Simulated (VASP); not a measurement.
Data:

```yaml
crystal:
  lattice:
    - [1.75254, -3.03549, 0.00000]
    - [1.75254, 3.03549, 0.00000]
    - [0.00000, 0.00000, 5.93366]
  atoms:
    - { symbol: Ti, position: [0.00000, 0.00000, 0.00000] }
    - { symbol: Se, position: [0.33333, 0.66667, 0.26086] }
    - { symbol: Se, position: [0.66667, 0.33333, 0.73914] }
```

The numbers are results of PBE GGA with D4 dispersion, VASP's PBE PAW potentials (set 64) (plane waves; VASP), not measurements. Numerical set-up: 520 eV cut-off, 10×10×5 Γ-centred mesh, first-order Methfessel-Paxton smearing of 0.10 eV, potentials Ti_sv Se.

**Question.** Estimate the energy per atom (σ→0), band gap (on the k-mesh) with the smallest direct gap where there is one.

**Answer.** 
```
Quantity                                                     Value
------------------------  ----------------------------------------
band gap (on the k-mesh)  none (metal, semimetal or under 0.01 eV)
energy per atom (σ→0)                               -6.405 eV/atom
```

Total energies compare only between runs with the same potentials, cut-off and functional.

The compound is TiSe2 in the 1T layered structure. It was relaxed first.
